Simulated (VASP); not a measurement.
Calculation: SCAN meta-GGA, VASP's PBE PAW potentials (set 64) (plane waves; VASP).

The input files of a VASP run:

### KPOINTS_OPT
```
k-points along high-symmetry lines
10
Line-mode
Reciprocal
  0.000000   0.000000   0.000000 ! GAMMA
  0.500000   0.000000   0.500000 ! X

  0.500000   0.000000   0.500000 ! X
  0.625000   0.250000   0.625000 ! U

  0.375000   0.375000   0.750000 ! K
  0.000000   0.000000   0.000000 ! GAMMA

  0.000000   0.000000   0.000000 ! GAMMA
  0.500000   0.500000   0.500000 ! L

  0.500000   0.500000   0.500000 ! L
  0.500000   0.250000   0.750000 ! W

  0.500000   0.250000   0.750000 ! W
  0.500000   0.000000   0.500000 ! X
```

### INCAR
```
LORBIT=11
LASPH=.TRUE.   ! aspherical one-centre terms
PREC=Accurate
ISMEAR=-5   ! tetrahedra, Bloechl
LREAL=.FALSE.   ! projection in real space or not
NELM=100   ! most electronic steps
LMIXTAU=.TRUE.
NEDOS=601   ! DOS grid
LCHARG=.FALSE.
SYSTEM=LiF
LWAVE=.FALSE.
METAGGA=SCAN
ISIF=2   ! forces and stress, cell fixed
ENCUT=520
EDIFF=1E-7   ! SCF stop (eV)
ALGO=Normal
```

### POSCAR
```
LiF
1.0
  0.0000000000   1.9837339640   1.9837339640
  1.9837339640   0.0000000000   1.9837339640
  1.9837339640   1.9837339640   0.0000000000
Li F
1 1
Cartesian
  0.0000000000   0.0000000000   0.0000000000
  1.9837339640   1.9837339640   1.9837339640
```

### KPOINTS
```
Automatic mesh
0
Gamma
13 13 13
0 0 0
```

POTCAR, in this order: Li_sv F (PBE.64 set). Program: vasp_std.

What will the output report for the number of irreducible k-points (NKPTS), largest plane-wave count, number of space-group operations, FFT grid (NGX, NGY, NGZ)?

```
Item                                          Result
--------------------------------------  ------------
number of irreducible k-points (NKPTS)            84
largest plane-wave count                         440
number of space-group operations                  48
FFT grid (NGX, NGY, NGZ)                24 × 24 × 24
```

The compound is LiF in the rock salt structure. It was relaxed first.
